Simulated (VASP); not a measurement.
## Be3Se2S: relaxation of cell and atoms with PBE

The system is Be3Se2S.

```
CELL_PARAMETERS angstrom
2.45154 1.41540 5.26999
-2.45154 1.41540 5.26999
0.00000 -2.83079 5.26999
ATOMIC_POSITIONS crystal
Be 0.50000 0.50000 0.00000
Be 0.00000 0.50000 0.50000
Be 0.50000 0.00000 0.50000
Se 0.19637 0.19637 0.19637
Se 0.80363 0.80363 0.80363
S 0.50000 0.50000 0.50000
```

The cell was built by a generator and needn't be a form met in nature.

* Program: VASP 6.6.1
* Task: relaxation of cell and atoms
* Functional: PBE
* Potentials or basis: VASP PAW PBE potentials, release 64 (Be, Se, S)
* Cutoff: 520 eV
* k mesh: 4 × 4 × 4
* Occupations: gaussian, width 0.15 eV
* Spin: no spin polarisation
* Further INCAR settings: PREC = Normal; ALGO = Fast; EDIFF = 0.0001; IBRION = 2; EDIFFG = -0.08; NSW = 24; ISIF = 3

```
Relaxed volume                         : 18.00 Å³/atom
Relaxed cell                           : a = 4.934 Å, b = 4.934 Å, c = 4.934 Å, α = 73.73°, β = 73.73°, γ = 73.73°
Space group after relaxing (to 0.05 Å) : R-3m (No. 166)
Energy gained by relaxing              : 1089.7 meV/atom
Ionic steps                            : 23
Pressure after relaxing                : 0.2 GPa
Largest force after relaxing           : 0.076 eV/Å
Band gap on the k mesh                 : 1.46 eV, indirect (least direct gap 1.95 eV)
```

Forces on the atoms (eV/Å):
```
Be   0.000  0.000  0.000
Be   0.000  0.000  0.000
Be   0.000  0.000  0.000
Se   0.000  0.000 -0.076
Se   0.000  0.000  0.076
S    0.000  0.000  0.000
```

Stress tensor (GPa, compression positive):
```
-0.03  0.00  0.00
 0.00 -0.03  0.00
 0.00  0.00  0.66
```

Step by step:
```tsv
step	energy change (eV)	largest force (eV/Å)	pressure (GPa)	volume (Å³)
1	0.0000	2.2317	-6.27	109.72
2	-1.7165	3.3460	-0.49	98.45
3	4.1810	14.0821	100.97	65.90
4	-1.9984	3.4049	3.09	92.33
5	-2.9750	0.2764	29.44	78.97
6	-3.0743	1.8515	17.86	83.34
7	-3.1104	1.2414	21.29	81.85
8	-3.5437	0.3248	25.59	81.65
9	-3.6328	2.6998	32.18	81.21
10	-4.5928	2.7573	25.03	86.36
11	-5.9750	2.9111	10.24	102.30
12	-6.0111	2.9508	7.74	106.45
13	-6.3780	1.5281	3.76	108.84
14	-6.4986	0.2298	0.28	111.23
15	-6.4986	0.1788	0.22	111.33
16	-6.5032	0.1767	0.02	111.46
17	-6.5134	0.1817	-0.20	111.86
18	-6.5175	0.1849	-0.90	112.62
19	-6.5185	0.1890	-0.67	112.39
20	-6.5251	0.1608	-0.61	111.60
21	-6.5368	0.1104	-0.07	109.23
22	-6.5380	0.0888	0.10	108.26
23	-6.5379	0.0756	0.20	107.98
```

Final structure:
```
Be Se S
1.0
     2.95980    1.70884    3.55804
    -2.95980    1.70884    3.55804
     0.00000   -3.41769    3.55804
Be Se S
3 2 1
Direct
  0.50000 0.50000 0.00000
  0.00000 0.50000 0.50000
  0.50000 0.00000 0.50000
  0.20584 0.20584 0.20584
  0.79416 0.79416 0.79416
  0.50000 0.50000 0.50000
```

Levels at points of the mesh, in eV from the valence-band top:
| k point | band 9 | band 10 | band 11 | band 12 | band 13 | band 14 | band 15 | band 16 |
| --- | --- | --- | --- | --- | --- | --- | --- | --- |
| (0.00, 0.00, 0.00) | -2.96 | -2.17 | -2.17 | -1.71 | 1.88 | 2.68 | 2.71 | 2.71 |
| (0.50, 0.00, 0.00) | -3.07 | -2.30 | -1.80 | -0.52 | 1.53 | 2.95 | 3.38 | 4.74 |
| (0.50, 0.50, 0.00) | -2.53 | -2.40 | -0.76 | -0.48 | 1.46 | 2.79 | 3.23 | 3.89 |
| (0.50, 0.50, 0.50) | -2.81 | -0.63 | 0.00 | 0.00 | 2.06 | 2.06 | 5.11 | 5.72 |

Run time: 3.8 min on 1 thread of Intel(R) Xeon(R) Platinum 8259CL CPU @ 2.50GHz (Skylake/Cascade Lake) (shared host), peak memory 0.22 GiB.

Caveat: the relaxation stopped at a loose force limit of 0.08 eV/Å, so its end isn't a converged minimum. As with any semilocal functional, this PBE gap is likely too small.
